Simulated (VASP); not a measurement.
Calculation: PBEsol GGA, VASP's PBE PAW potentials (set 64) (plane waves; VASP 6.6.1).

The input files of a VASP run:

File POSCAR:
```
Ti2O
1.0
  2.9540800000   0.0000000000   0.0000000000
 -1.4770400000   2.5583080000   0.0000000000
  0.0000000000   0.0000000000   4.8223400000
Ti O
2 1
direct
  0.3333330000   0.6666670000   0.7300500000
  0.6666670000   0.3333330000   0.2699500000
  0.0000000000   0.0000000000   0.0000000000
```

**INCAR**
```
# general
SYSTEM =Ti2O
PREC   =Accurate
ENCUT  =400
LREAL  =F
LASPH  =T

# electronic loop
EDIFF  =1E-6
NELM   =100
ALGO   =Normal
LMAXMIX=4

# smearing
ISMEAR =-1
SIGMA  =0.05

# functional
GGA    =PS

# ions
ISIF   =2

# output
LWAVE  =F
LCHARG =F
```

**KPOINTS**
```
kpoints
0
Gamma
  15 15 8
```

POTCAR, in this order: Ti_sv O (PBE.64 set). Program: vasp_std.

The run wrote:

OSZICAR:
```
       N       E                     dE             d eps       ncg     rms          rms(c)
DAV:   1     0.305305451837E+03    0.30531E+03   -0.13639E+04  7312   0.167E+03
DAV:   2     0.114638906572E+02   -0.29384E+03   -0.28629E+03  7434   0.483E+02
DAV:   3    -0.292846994939E+02   -0.40749E+02   -0.39888E+02 12336   0.154E+02
DAV:   4    -0.318135614023E+02   -0.25289E+01   -0.25130E+01  9332   0.371E+01
DAV:   5    -0.319493626757E+02   -0.13580E+00   -0.13555E+00 11443   0.716E+00    0.173E+01
DAV:   6    -0.278318136822E+02    0.41175E+01   -0.25044E+01  9465   0.519E+01    0.585E+00
DAV:   7    -0.276103118837E+02    0.22150E+00   -0.23748E+00 10380   0.119E+01    0.294E+00
DAV:   8    -0.275935533895E+02    0.16758E-01   -0.17855E-01 10541   0.425E+00    0.115E+00
DAV:   9    -0.275943713159E+02   -0.81793E-03   -0.44728E-02 11220   0.233E+00    0.360E-01
DAV:  10    -0.275946455486E+02   -0.27423E-03   -0.95017E-03  9706   0.886E-01    0.693E-02
DAV:  11    -0.275946678316E+02   -0.22283E-04   -0.61657E-04 11270   0.370E-01    0.369E-02
DAV:  12    -0.275946495254E+02    0.18306E-04   -0.20072E-04  9892   0.156E-01    0.114E-02
DAV:  13    -0.275946477380E+02    0.17874E-05   -0.15843E-05  9148   0.511E-02    0.321E-03
DAV:  14    -0.275946474329E+02    0.30509E-06   -0.10060E-06  5711   0.116E-02
   1 F= -.27594647E+02 E0= -.27590160E+02  d E =-.897447E-02
```

**OUTCAR**
```
------------------------ aborting loop because EDIFF is reached ----------------------------------------
  FORCE on cell =-STRESS in cart. coord.  units (eV):
  Direction    XX          YY          ZZ          XY          YZ          ZX
  --------------------------------------------------------------------------------------
  Total       -1.5762024     -1.5762020     -2.1398468      0.0000000     -0.0000000     -0.0000000
  in kB      -69.2930451    -69.2930275    -94.0719952      0.0000000     -0.0000000     -0.0000000
  external PRESSURE =     -77.5526893 kB  Pullay stress =       0.0000000 kB
  volume of cell :       36.44
      direct lattice vectors                 reciprocal lattice vectors
     2.954080000  0.000000000  0.000000000     0.338514868  0.195441675  0.000000000
    -1.477040000  2.558308000  0.000000000     0.000000000  0.390883349  0.000000000
     0.000000000  0.000000000  4.822340000     0.000000000  0.000000000  0.207368207
 POSITION                                       TOTAL-FORCE (eV/Angst)
 -----------------------------------------------------------------------------------
     -0.00000      1.70554      3.52055        -0.000000      0.000000      0.409936
      1.47704      0.85277      1.30179         0.000000     -0.000000     -0.409936
      0.00000      0.00000      0.00000         0.000000      0.000000     -0.000000
 -----------------------------------------------------------------------------------
    total drift:                               -0.000000      0.000000      0.000000
  FREE ENERGIE OF THE ION-ELECTRON SYSTEM (eV)
  ---------------------------------------------------
  free  energy   TOTEN  =       -27.5946474329 eV

  energy  without entropy=      -27.5856729583  energy(sigma->0) =      -27.59016020
```
(Selected blocks of OUTCAR.)

At this cut-off the stress carries a Pulay error, which pulls relaxed volumes low.

The structure comes from a computed database's Ti2O entry (P-3m1); how it stands against other phases isn't given here. The cell was not relaxed at this level.
